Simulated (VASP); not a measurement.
Here is the system:

```yaml
crystal:
  lattice:
    - [3.99231, 0.00000, 0.00000]
    - [-1.99615, 3.45744, 0.00000]
    - [0.00000, 0.00000, 6.58799]
  atoms:
    - { symbol: Ge, position: [0.66667, 0.33333, 0.06285] }
    - { symbol: Ge, position: [0.33333, 0.66667, 0.93715] }
    - { symbol: Ge, position: [0.33333, 0.66667, 0.56285] }
    - { symbol: Ge, position: [0.66667, 0.33333, 0.43715] }
```

These are r2SCAN meta-GGA, VASP's PBE PAW potentials (set 64) (plane waves; VASP) values and carry that method's errors. Numerical set-up: 400 eV cut-off, 7×7×4 Γ-centred mesh, tetrahedra with Blöchl corrections, potentials Ge_d.

Question: Give the energies of bands 23 to 32 at the high-symmetry points, in eV from the valence-band maximum.

Answer: 
```csv
band,Γ,M,K,A,L,H
23,-8.02,-9.08,-7.98,-5.05,-8.28,-8.58
24,-1.69,-7.10,-7.98,-5.05,-8.28,-8.58
25,-1.69,-4.89,-5.31,-1.03,-2.78,-4.58
26,-0.28,-3.35,-3.73,-1.03,-2.78,-4.58
27,0.00,-3.03,-3.73,-1.03,-2.66,-2.26
28,0.00,-1.65,-3.46,-1.03,-2.66,-2.26
29,0.07,0.62,1.55,0.86,0.63,1.41
30,0.29,1.84,4.84,0.86,0.63,1.41
31,2.30,3.72,4.84,3.47,2.27,4.31
32,2.30,3.84,5.37,3.47,2.27,4.31
```

The gap is direct, 0.07 eV, from the valence maximum at Γ to the conduction minimum at Γ.

The structure comes from a computed database's Ge entry (P6_3/mmc); how it stands against other phases isn't given here. It was relaxed first.
